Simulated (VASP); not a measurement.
An input for Quantum ESPRESSO's pw.x (written as the equivalent of a VASP run, and not itself run):

```
&CONTROL
  calculation = 'vc-relax'
  pseudo_dir = './pseudo'
  outdir = './out'
  tprnfor = .true.
  tstress = .true.
  nstep = 60
  forc_conv_thr = 0.00078
/
&SYSTEM
  ibrav = 0
  nat = 3
  ntyp = 2
  ecutwfc = 84
  occupations = 'smearing'
  smearing = 'gaussian'
  degauss = 0.003675
  input_dft = 'revpbe'
/
&ELECTRONS
  conv_thr = 7.3e-08
  electron_maxstep = 100
/
&IONS
/
&CELL
/
ATOMIC_SPECIES
  Li 6.940 Li.upf
  O 15.999 O.upf
CELL_PARAMETERS angstrom
     0.0000000    2.3407186    2.3407186
     2.3407186    0.0000000    2.3407186
     2.3407186    2.3407186   -0.0000000
ATOMIC_POSITIONS crystal
  Li   0.2500000  0.2500000  0.2500000
  Li   0.7500000  0.7500000  0.7500000
  O    0.0000000  0.0000000  0.0000000
K_POINTS automatic
  7 7 7 0 0 0
```

Task: Write the VASP files for the same calculation (revPBE).

Result: This is not unique; one that fits is 
File POSCAR:
```
Li2O
1.0
  0.0000000000   2.3407186263   2.3407186263
  2.3407186263   0.0000000000   2.3407186263
  2.3407186263   2.3407186263   0.0000000000
Li O
2 1
Cartesian
  1.1703593132   1.1703593132   1.1703593132
  3.5110779395   3.5110779395   3.5110779395
  0.0000000000   0.0000000000   0.0000000000
```

File KPOINTS:
```
Regular mesh
0
Gamma
  7 7 7
```

INCAR:
```
SYSTEM  =  Li2O
PREC  =  Accurate; ENCUT  =  520; LREAL  =  F
LASPH  =  T
EDIFF  =  1E-6; NELM  =  100; ALGO  =  Normal
ISMEAR  =  0; SIGMA  =  0.05
GGA  =  RE
IBRION  =  2; NSW  =  60; ISIF  =  3
EDIFFG  =  -0.02
LWAVE  =  F; LCHARG  =  F
```

POTCAR, in this order: Li_sv O (PBE.64 set). Program: vasp_std.

Limits of the translation: the potentials are each code's own (VASP's PAW set, PseudoDojo norm-conserving files in pw.x), so ENCUT and ecutwfc are chosen apart and not converted; conv_thr bounds pw.x's estimated SCF error, while EDIFF bounds the energy change between steps; forc_conv_thr acts on force components and is met together with etot_conv_thr.

The compound is Li2O in the antifluorite structure. It was relaxed first. The start is the result of an earlier pass.
